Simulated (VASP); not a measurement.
Output of a VASP run:

**OSZICAR**
```
...
   1 F= -.22470931E+02 E0= -.22470505E+02  d E =-.224709E+02
       N       E                     dE             d eps       ncg     rms          rms(c)
DAV:   1    -0.230932553213E+02   -0.62232E+00   -0.24374E+01  2884   0.411E+01    0.102E+01
DAV:   2    -0.222863472120E+02    0.80691E+00   -0.10698E+00  2976   0.103E+01    0.446E+00
DAV:   3    -0.221598845029E+02    0.12646E+00   -0.51702E-01  3820   0.679E+00    0.449E-01
DAV:   4    -0.221631160855E+02   -0.32316E-02   -0.11191E-02  2920   0.789E-01    0.288E-01
DAV:   5    -0.221639838585E+02   -0.86777E-03   -0.91897E-04  3344   0.247E-01    0.496E-02
DAV:   6    -0.221640192518E+02   -0.35393E-04   -0.72386E-05  2940   0.919E-02    0.161E-02
DAV:   7    -0.221640234504E+02   -0.41986E-05   -0.42976E-06  3068   0.196E-02    0.138E-03
DAV:   8    -0.221640233093E+02    0.14104E-06   -0.13706E-07  1492   0.374E-03
   2 F= -.22164023E+02 E0= -.22163487E+02  d E =0.306908E+00
       N       E                     dE             d eps       ncg     rms          rms(c)
DAV:   1    -0.230781995288E+02   -0.91418E+00   -0.16247E+01  2880   0.352E+01    0.944E+00
DAV:   2    -0.225883225978E+02    0.48988E+00   -0.61721E-01  2964   0.849E+00    0.362E+00
DAV:   3    -0.224873964512E+02    0.10093E+00   -0.33523E-01  3624   0.574E+00    0.638E-01
DAV:   4    -0.224908906725E+02   -0.34942E-02   -0.64722E-03  2908   0.590E-01    0.119E-01
DAV:   5    -0.224912129613E+02   -0.32229E-03   -0.17167E-03  3716   0.426E-01    0.445E-02
DAV:   6    -0.224912584890E+02   -0.45528E-04   -0.90044E-05  2916   0.810E-02    0.282E-02
DAV:   7    -0.224912687763E+02   -0.10287E-04   -0.31210E-05  3372   0.705E-02    0.227E-03
DAV:   8    -0.224912689546E+02   -0.17831E-06   -0.87746E-07  1588   0.783E-03
   3 F= -.22491269E+02 E0= -.22490811E+02  d E =-.203379E-01
       N       E                     dE             d eps       ncg     rms          rms(c)
DAV:   1    -0.224913866111E+02   -0.11783E-03   -0.19061E-03  2888   0.373E-01    0.107E-01
DAV:   2    -0.224913254990E+02    0.61112E-04   -0.74244E-05  2968   0.882E-02    0.449E-02
DAV:   3    -0.224913171223E+02    0.83767E-05   -0.38261E-05  3572   0.610E-02    0.438E-03
DAV:   4    -0.224913176069E+02   -0.48461E-06   -0.87821E-07  1496   0.745E-03
   4 F= -.22491318E+02 E0= -.22490861E+02  d E =-.203866E-01
       N       E                     dE             d eps       ncg     rms          rms(c)
DAV:   1    -0.224926485108E+02   -0.13314E-02   -0.11188E-01  2932   0.295E+00    0.178E-01
DAV:   2    -0.224916185141E+02    0.10300E-02   -0.12124E-03  3484   0.459E-01    0.894E-02
DAV:   3    -0.224912994506E+02    0.31906E-03   -0.57688E-04  3204   0.205E-01    0.172E-02
DAV:   4    -0.224913007700E+02   -0.13194E-05   -0.37001E-05  2968   0.798E-02    0.886E-03
DAV:   5    -0.224912999743E+02    0.79578E-06   -0.58148E-07  1604   0.835E-03
   5 F= -.22491300E+02 E0= -.22490832E+02  d E =0.176327E-04
       N       E                     dE             d eps       ncg     rms          rms(c)
DAV:   1    -0.224919351174E+02   -0.63435E-03   -0.28537E-02  2932   0.149E+00    0.905E-02
DAV:   2    -0.224916665767E+02    0.26854E-03   -0.31032E-04  3480   0.232E-01    0.452E-02
DAV:   3    -0.224915852956E+02    0.81281E-04   -0.14680E-04  3180   0.104E-01    0.876E-03
DAV:   4    -0.224915856424E+02   -0.34679E-06   -0.94493E-06  2932   0.403E-02
   6 F= -.22491586E+02 E0= -.22491128E+02  d E =-.268035E-03
```

File OUTCAR:
```
------------------------ aborting loop because EDIFF is reached ----------------------------------------
  FORCE on cell =-STRESS in cart. coord.  units (eV):
  Direction    XX          YY          ZZ          XY          YZ          ZX
  --------------------------------------------------------------------------------------
  Total        0.0002484      0.0002484      0.0036648     -0.0000000      0.0000000      0.0000000
  in kB        0.0139391      0.0139391      0.2056854     -0.0000000      0.0000000      0.0000000
  external PRESSURE =       0.0778545 kB  Pullay stress =       0.0000000 kB
  volume of cell :       28.55
      direct lattice vectors                 reciprocal lattice vectors
     1.377711150 -2.386265348 -0.000000000     0.362920776 -0.209532440 -0.000000000
     1.377711150  2.386265348 -0.000000000     0.362920776  0.209532440 -0.000000000
     0.000000000 -0.000000000  4.341597865     0.000000000  0.000000000  0.230329946
 POSITION                                       TOTAL-FORCE (eV/Angst)
 -----------------------------------------------------------------------------------
      1.37771      0.79542      1.08540         0.000000     -0.000000      0.000000
      1.37771     -0.79542      3.25620        -0.000000      0.000000      0.000000
 -----------------------------------------------------------------------------------
    total drift:                                0.000000      0.000024     -0.000020
  FREE ENERGIE OF THE ION-ELECTRON SYSTEM (eV)
  ---------------------------------------------------
  free  energy   TOTEN  =       -22.4915856424 eV

  energy  without entropy=      -22.4902127865  energy(sigma->0) =      -22.49112802

 reached required accuracy - stopping structural energy minimisation
```
(Selected blocks of OUTCAR.)

### POSCAR
```
Os
1
    1.3650000000    -2.3642490000     0.0000000000
    1.3650000000     2.3642490000     0.0000000000
    0.0000000000     0.0000000000     4.3200000000
Os
2
Direct
  0.3333330000   0.6666670000   0.2500000000
  0.6666670000   0.3333330000   0.7500000000
```

Task: Reconstruct the remaining input files.

Result: Several could match; the one computed here: the input of the run itself, PBE GGA, plane waves, VASP's PBE PAW potentials (set 64).

### INCAR
```
GGA=PE   ! PBE
LREAL=.FALSE.
ALGO=Normal   ! blocked Davidson
LMAXMIX=6   ! l cut-off of mixed one-centre charges
ISMEAR=1   ! Methfessel-Paxton
IBRION=2   ! conjugate gradients
NELM=100
LASPH=.TRUE.   ! aspherical one-centre terms
SIGMA=0.1
LCHARG=.FALSE.
EDIFFG=-0.01   ! ionic stop
EDIFF=1E-6   ! SCF stop (eV)
ISIF=3   ! ions, shape and volume
ENCUT=480
SYSTEM=Os
PREC=Accurate
NSW=60   ! most ionic steps
LWAVE=.FALSE.
```

**KPOINTS**
```
Automatic mesh
0
Gamma
14 14 8
0 0 0
```

POTCAR, in this order: Os (PBE.64 set). Program: vasp_std.

Energy and stress use the plane-wave basis of the starting cell.

The compound is Os in the hcp structure. This run relaxes it. Symmetry was kept, so distortions that lower it aren't found.
